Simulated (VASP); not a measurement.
```
CELL_PARAMETERS angstrom
      4.02550    -2.22644    -0.02088
      4.02550     2.22644    -0.02088
      2.81307     0.00000     3.63988
ATOMIC_POSITIONS crystal
  Sb 0.23428 0.23428 0.23428
  Sb 0.76572 0.76572 0.76572
```

All values below come from PBE GGA with D3 dispersion (zero damping), VASP's PBE PAW potentials (set 64) (plane waves; VASP 6.6.1). Run with 520 eV cut-off, 7×7×7 Γ-centred mesh, Gaussian smearing of 0.050 eV, potentials Sb.

Q: The ions and cell shape at fixed volume are relaxed. What does this cell relax into?

A: 
```
CELL_PARAMETERS angstrom
      4.08131    -2.20851     0.00851
      4.08131     2.20851     0.00851
      2.87865     0.00000     3.63978
ATOMIC_POSITIONS crystal
  Sb 0.23137 0.23137 0.23137
  Sb 0.76863 0.76863 0.76863
```
Space group R-3m (166), at a tolerance of 0.03 Å.

Q: How much energy does the relaxation gain?

A: The energy (σ→0) changes by -5.1 meV/atom, in 6 ionic steps.

```csv
step,E(σ→0) (eV),max force (eV/Å),pressure (GPa),volume (Å³)
1,-8.7738,0.246,-2.93,65.51
2,-8.7794,0.159,-2.66,65.51
3,-8.7835,0.001,-2.17,65.51
4,-8.7835,0.025,-2.10,65.51
5,-8.7840,0.011,-2.06,65.51
6,-8.7841,0.003,-2.03,65.51
```

The compound is Sb in the a7 structure. This cell is one point of a volume scan, at 1.06 of the reference volume. Symmetry was kept, so distortions that lower it aren't found.
